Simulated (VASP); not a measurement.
Input:

```
ZnO
1.0
    1.62500    -2.81458     0.00000
    1.62500     2.81458     0.00000
    0.00000     0.00000     5.21000
Zn O
2 2
Direct
  0.66667   0.33333   0.50000
  0.33333   0.66667   0.00000
  0.66667   0.33333   0.88200
  0.33333   0.66667   0.38200
```

Level of theory: PBE GGA + U (Dudarev), VASP's PBE PAW potentials (set 64) (plane waves; VASP 6.6.1). Run with 520 eV cut-off, 8×8×5 Γ-centred mesh, Gaussian smearing of 0.050 eV, potentials Zn O, U − J: Zn 3.00 eV.

Question: Predict the energy per atom (σ→0), pressure.

Answer: 
```json
{
 "energy per atom (σ→0)": "-4.424 eV/atom",
 "pressure": "1.52 GPa"
}
```

The compound is ZnO in the wurtzite structure. The cell was not relaxed at this level. The run is one of a series of settings (LDAU = .TRUE., LDAUJ = 0 0, LDAUL = 2 -1, LDAUTYPE = 2, LDAUU = 3.0 0 against the base run), some of them coarse on purpose.
